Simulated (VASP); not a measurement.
OSZICAR of a VASP run on CuP (a trial cell in the CrB structure, space group Cmcm):

**OSZICAR**
```
       N       E                     dE             d eps       ncg     rms          rms(c)
DAV:   1     0.197089403834E+03    0.19709E+03   -0.11931E+04  1560   0.160E+03
DAV:   2    -0.264402967399E+01   -0.19973E+03   -0.19270E+03  1560   0.327E+02
DAV:   3    -0.169313156594E+02   -0.14287E+02   -0.13228E+02  2160   0.106E+02
DAV:   4    -0.176349316824E+02   -0.70362E+00   -0.68983E+00  2356   0.207E+01
DAV:   5    -0.176510216382E+02   -0.16090E-01   -0.16070E-01  2140   0.283E+00    0.136E+01
DAV:   6    -0.194112876649E+02   -0.17603E+01   -0.40962E+01  1904   0.160E+02    0.122E+01
DAV:   7    -0.159600566747E+02    0.34512E+01   -0.11402E+01  1860   0.937E+01    0.435E+00
DAV:   8    -0.159063048677E+02    0.53752E-01   -0.29653E+00  2464   0.348E+01    0.236E+00
DAV:   9    -0.158630331646E+02    0.43272E-01   -0.40472E-01  2432   0.125E+01    0.546E-01
DAV:  10    -0.158657089729E+02   -0.26758E-02   -0.19015E-02  2436   0.264E+00    0.417E-01
DAV:  11    -0.158647632840E+02    0.94569E-03   -0.22271E-02  2304   0.391E+00    0.264E-01
DAV:  12    -0.158636552441E+02    0.11080E-02   -0.45227E-03  2368   0.163E+00    0.724E-02
DAV:  13    -0.158636098306E+02    0.45413E-04   -0.26457E-04  2456   0.150E-01    0.294E-02
DAV:  14    -0.158635970084E+02    0.12822E-04   -0.81623E-05  2480   0.209E-01    0.707E-03
DAV:  15    -0.158635975460E+02   -0.53764E-06   -0.10639E-05  2340   0.341E-02    0.542E-03
DAV:  16    -0.158635975708E+02   -0.24814E-07   -0.12501E-07   948   0.357E-03
   1 F= -.15863598E+02 E0= -.15862228E+02  d E =-.273992E-02
```

Task: Which electronic solver shows in the log?

Result: It is blocked Davidson (ALGO = Normal, or the opening steps of other solvers). The INCAR had ALGO = Normal.

Task: Can the final energy be trusted as converged?

Result: Self-consistency was reached. It stopped with EDIFF = 1E-6, NELM = 100 (PBE GGA, plane waves, VASP's PBE PAW potentials (set 64)).

The structure was generated: CuP was put into the CrB type (Cmcm), which need not be its known phase. The cell was not relaxed at this level. The k-mesh is coarse (spacing up to 0.33 per Å, 2π included), so the numbers may not be converged in it.
